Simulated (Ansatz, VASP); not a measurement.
# Cross-check of PtSe2 (PtSe2 monolayer (from P-3m1)) between VASP and Ansatz, part 2 of 2

One calculation is typed for both programs; each brings its own data sets. How far apart do they land? Of the first pair: The structure shown is the start of the Ansatz relaxation below; VASP solves that cell, so the two are compared at the walk's first step.

VASP 6.6.1 and Ansatz 0.2.0.

So far. Step 4 (Side by side): The forces differ by 5.6 meV/Å r.m.s., which is 5.7 % of the r.m.s. force of 0.099 eV/Å (both taken over all components). With vacuum in the cell, a pressure given here is an average over mostly empty space and none of the material.

### 5. Ansatz: relaxation, PBEsol

Level of this step: Ansatz beside VASP: Kohn-Sham DFT, plane waves, PBEsol (Ansatz).

This run makes the geometry at which the two programs are then compared.

The structure compared here is the end of the Ansatz relaxation.

Contents of input.yaml:

```yaml
crystal:
  lattice:
    - [3.724, 0.0, 0.0]
    - [-1.862, 3.225079, 0.0]
    - [0.0, 0.0, 26.531]
  atoms:
    - { symbol: Pt, position: [0.3333333, 0.6666667, 0.5] }
    - { symbol: Se, position: [0.0, 0.0, 0.5476989] }
    - { symbol: Se, position: [0.6666667, 0.3333333, 0.4523011] }
  periodic: [true, true, false]
basis:
  ecutwfc: 420
  xc_grid: 2
hamiltonian:
  xc: pbesol
kpoints:
  mp_grid: { grid: [10, 10, 1] }
scf:
  occupations: { method: fermi_dirac, width: 0.02 }
  max_iter: 60
relax:
  f_tol: 0.005
  max_steps: 60
  cell: {}
output:
  forces: true
checkpoint:
  write: "../cell.run"
  compress: false
  write_wavefunctions: false
  write_every: 100000
```

Started as:

```sh
$ ansatz run input.yaml --threads 4 --pin off --max-ram 9420MiB --backend cpu --events-out ev --progress --plain --runs-dir out
```

Numbers of over 12 decimals in the logs are rounded to 6 here.

The log of the run:

```text
[...]
Crystal: 3 atoms, lattice volume = 346.638 Å³
Basis set: ecut = 420 eV, 6817 PW (Γ), exchange–correlation on 50×50×400 points (8 copies of the dense FFT grid, shifted against one another)
Bands: 30, of which v1, the nominal top of the filled ones, is band 25 counted from 1 (24 counted from 0)
Symmetry: 12 space group operations
[...]
-0.000000       0.000000      -0.000000
  P = ½ c Tr σ = -0.0303 N/m
--- Relaxed structure (4 steps of the walk, 4 accepted, 1 SCFs on fresh bases) ---
[...]
cell:  # Å, volume = 342.4254 Å³
    - [3.701302, 0, 0]
    - [-1.850651, 3.205421, 0]
    - [0, 0, 28.861998]
  atoms:
    - { symbol: Pt, position: [0.333333, 0.666667, 0.459618] }
    - { symbol: Se, position: [5.856741052821881e-19, 0, 0.504486] }
    - { symbol: Se, position: [0.666667, 0.333333, 0.414751] }
[key lines of the parts left out:]
SCF converged after 6 iterations
Free energy (F): -23233.341132 eV
Fermi energy:    -5.002470 eV
```

### 6. VASP: single point, PBEsol, relaxed cell, pair 2

The same cell, functional, mesh and smearing now go to VASP, with its own data sets.

Contents of INCAR:

```
SYSTEM = PtSe2
PREC = Accurate
ENCUT = 400
EDIFF = 1E-06
NELM = 120
ISMEAR = -1
SIGMA = 0.02
LREAL = .FALSE.
ALGO = Normal
GGA = PS
NBANDS = 17
LASPH = .TRUE.
LORBIT = 11
LWAVE = .FALSE.
LCHARG = .FALSE.
ISIF = 2
LDIPOL = .TRUE.
IDIPOL = 3
DIPOL = 0.5 0.5 0.46
LVHAR = .TRUE.
GGA_COMPAT = .FALSE.
EFERMI = MIDGAP
NELMDL = -8
```

Contents of POSCAR:

```
PtSe2
1.0
    3.7013015554      0.0000000000      0.0000000000
   -1.8506507777      3.2054211740      0.0000000000
    0.0000000000      0.0000000000     28.8619980636
Pt Se
1 2
Direct
    0.3333333333      0.6666666667      0.4596182139
    1.0000000000      0.0000000000      0.5044857677
    0.6666666666      0.3333333334      0.4147506601
```

Contents of KPOINTS:

```
Automatic mesh
0
Gamma
10 10 1
0 0 0
```

Potentials, in the order of the species: Pt and Se (PBE family, release 64).

Started as:

```sh
$ mpirun -np 1 vasp_std
```

The log of the run:

```text
[banner, memory and clock lines left out]
running    1 mpi-ranks, on    1 nodes
[...]
[... a notice as in an earlier step ...]

 LDA part: xc-table for (Slater+PW92), standard interpolation
 POSCAR, INCAR and KPOINTS ok, starting setup
[...]
entering main loop
       N       E                     dE             d eps       ncg     rms          rms(c)
DAV:   1     0.163261424946E+03    0.16326E+03   -0.60131E+03   476   0.739E+02
DAV:   2     0.317691304103E+00   -0.16294E+03   -0.15452E+03   808   0.152E+02
DAV:   3    -0.164835937551E+02   -0.16801E+02   -0.16721E+02   606   0.637E+01
DAV:   4    -0.167067337524E+02   -0.22314E+00   -0.22282E+00   636   0.883E+00
[...]
DAV:  26    -0.157805091358E+02   -0.23309E-05   -0.83917E-07   505   0.448E-03    0.300E-03
DAV:  27    -0.157805105580E+02   -0.14223E-05   -0.85979E-08   503   0.183E-03    0.147E-03
DAV:  28    -0.157805111064E+02   -0.54838E-06   -0.10701E-08   506   0.559E-04
   1 F= -.15780511E+02 E0= -.15780511E+02  d E =-.414276E-16
```

From OUTCAR (step 6):

```text
  Total       -0.0101719     -0.0101719     -0.0034504      0.0000000      0.0000000     -0.0000000
  in kB       -0.0475935     -0.0475935     -0.0161443      0.0000000      0.0000000     -0.0000000
  external PRESSURE =      -0.0371104 kB  Pullay stress =       0.0000000 kB

 POSITION                                       TOTAL-FORCE (eV/Angst)
 -----------------------------------------------------------------------------------
     -0.00000      2.13695     13.26550        -0.000000      0.000000     -0.000000
      0.00000      0.00000     14.56047         0.000000     -0.000000      0.009866
      1.85065      1.06847     11.97053        -0.000000      0.000000     -0.009866
 -----------------------------------------------------------------------------------
    total drift:                                0.000000     -0.000000      0.000054

  FREE ENERGIE OF THE ION-ELECTRON SYSTEM (eV)
  ---------------------------------------------------
  free  energy   TOTEN  =       -15.7805111064 eV

  energy  without entropy=      -15.7805111064  energy(sigma->0) =      -15.78051111

[... 1 part as in an earlier step ...]

[... 2 further parts left out ...]
[key lines of the parts left out:]
E-fermi :  -3.0459
```

### 7. Differences

What differs besides the data sets and the points named for the pairs above, as far as they apply: the data sets hold 50 valence electrons in Ansatz (on its default PAW (the set named soft_2) files) and 22 in VASP. Total energies have different zeros and are not compared.

Compared:

| quantity | Ansatz | VASP | difference |
| --- | --- | --- | --- |
| gap on the k mesh (eV) | 1.462 | 1.453 | +0.009 |

At this near-relaxed geometry the largest component of a force difference is 11 meV/Å. A gap on the mesh is an upper bound, since the band edges may lie between its points; neither run holds spin-orbit coupling, which can move the band edges of a compound of Pt. With vacuum in the cell, a pressure given here is an average over mostly empty space and none of the material.

### 8. Outcome

```yaml
r_m_s_force_difference_single_point_pbesol_start_cell_pair_1: 5.6 meV/Å
difference_in_gap_on_the_k_mesh_single_point_pbesol_relaxed_cell_pair_2: 0.0089 eV
```

**Reading.** The r.m.s. force difference is 5.6 meV/Å (single point, PBEsol, start cell, pair 1), within the 12 meV/Å picked in this series as the mark of a large difference. The data sets hold unlike numbers of valence electrons (50 in Ansatz and 22 in VASP), so part of the differences comes from the potentials. Such differences can come from data sets, numerical settings and the points named under the comparisons, not from the functional's error against experiment.

[Lines on the potential files, build, host, timing and source positions are cut from VASP's logs without a mark.]

[Logs are printed without paths, hosts, clocks, repeated set-up lines and the standing remarks that a program may print on its own settings, such as how far it seeks lower states.]

[Hosts, paths, dates, database ids (printed as entryN), source tags and the programs' standing remarks are cut or masked in the printed files.]
